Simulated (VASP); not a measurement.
Crystal: Au.

```xyz
1
Lattice="0.0000 2.0585 2.0585 2.0585 0.0000 2.0585 2.0585 2.0585 0.0000" Properties=species:S:1:pos:R:3 pbc="T T T"
Au    0.0000    0.0000    0.0000
```

```yaml
Program: VASP 6.6.1
Task: relaxation of cell and atoms
Functional: PBEsol
Potentials_or_basis: VASP PAW PBE potentials, release 64 (Au)
Cutoff: 600 eV
k_mesh: 18 × 18 × 18
Occupations: gaussian, width 0.1 eV
Spin: no spin polarisation
```

At the start: pressure -4.1 GPa; volume 17.45 Å³/atom.

Task: Where does the relaxation end?

Result: Over 4 steps the energy falls by 5.9 meV/atom and the volume is 17.00 Å³/atom (-2.5 %); space group Fm-3m (No. 225, to 0.05 Å).

The path:
| step | energy change (eV) | largest force (eV/Å) | pressure (GPa) | volume (Å³) |
| --- | --- | --- | --- | --- |
| 1 | 0.0000 | 0.0000 | -4.15 | 17.45 |
| 2 | 0.0103 | 0.0000 | 7.97 | 16.33 |
| 3 | -0.0059 | 0.0000 | -0.06 | 17.01 |
| 4 | -0.0059 | 0.0000 | 0.04 | 17.00 |

Final structure:
```yaml
crystal:
  lattice:
    - [0.00000, 2.04099, 2.04099]
    - [2.04099, 0.00000, 2.04099]
    - [2.04099, 2.04099, 0.00000]
  atoms:
    - { symbol: Au, position: [0.00000, 0.00000, 0.00000] }
```

Caveat: the PAW data sets were made with another functional, which shifts forces and pressure a little.
